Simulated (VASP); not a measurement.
CdS (Hawleyite):

```
Cd S
1.0
     0.00000    2.96321    2.96321
     2.96321    0.00000    2.96321
     2.96321    2.96321    0.00000
Cd S
1 1
Direct
  0.00000 0.00000 0.00000
  0.25000 0.25000 0.25000
```

- Program: VASP 6.6.1
- Task: relaxation of cell and atoms
- Functional: PBE
- Dispersion: D3(BJ)
- Potentials or basis: VASP PAW PBE potentials, release 64 (Cd, S)
- Cutoff: 600 eV
- k mesh: 8 × 8 × 8
- Occupations: gaussian, width 0.02 eV
- Spin: no spin polarisation

At the start: pressure -1.7 GPa; volume 26.02 Å³/atom.

Q: How do energy, volume and symmetry change on relaxing?

A: Over 5 steps the energy falls by 4.7 meV/atom and the volume is 25.20 Å³/atom (-3.1 %); space group F-43m (No. 216, to 0.05 Å).

The path:
| step | energy change (eV) | largest force (eV/Å) | pressure (GPa) | volume (Å³) |
| --- | --- | --- | --- | --- |
| 1 | 0.0000 | 0.0000 | -1.72 | 52.04 |
| 2 | -0.0088 | 0.0000 | 0.43 | 49.97 |
| 3 | -0.0094 | 0.0000 | 0.06 | 50.35 |
| 4 | -0.0094 | 0.0000 | -0.05 | 50.40 |
| 5 | -0.0094 | 0.0000 | -0.02 | 50.40 |

Final structure:
```xyz
2
Lattice="0.0000 2.9318 2.9318 2.9318 0.0000 2.9318 2.9318 2.9318 0.0000" Properties=species:S:1:pos:R:3 pbc="T T T"
Cd    5.8636    5.8636    5.8636
S     1.4659    1.4659    1.4659
```
